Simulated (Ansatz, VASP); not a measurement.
## SrSc in VASP and in Ansatz

```
Sr Sc
1.0
     6.04888    0.00000    0.00000
    -3.02444    5.23848    0.00000
     0.00000    0.00000    6.63724
Sr Sc
2 2
Cartesian
  0.0000 3.4923 1.6593
  3.0244 1.7462 4.9779
  0.0000 3.4923 4.9779
  3.0244 1.7462 1.6593
```

Alike in both runs: functional PBE; k mesh 3 × 3 × 4; occupations gaussian, width 0.1 eV; no spin polarisation.

Ansatz relaxed the structure, and its values are those at the end. VASP's run is a single point on that final structure, the one shown.

|  | VASP | Ansatz |
| --- | --- | --- |
| version | VASP 6.6.1 | Ansatz 0.2.0 |
| potentials or method | VASP PAW PBE potentials, release 64 (Sr_sv, Sc_sv) | scalar-relativistic, plane waves, PAW |
| plane-wave cutoff (eV) | 520 | 420 |
| valence electrons in the cell | 42 | 42 |

```csv
,VASP,Ansatz,Ansatz less VASP
gap on the k mesh at the Fermi level (eV),none,none,-
pressure (GPa),0.0,0.0,0.00
```

A gap of «none» marks a metal or a gap that the smearing closes. With one functional, cell and mesh, what is left measures potentials, basis and numerics.

Caveats: the k mesh is coarse (spacing up to 0.40 Å⁻¹), so the values aren't converged.
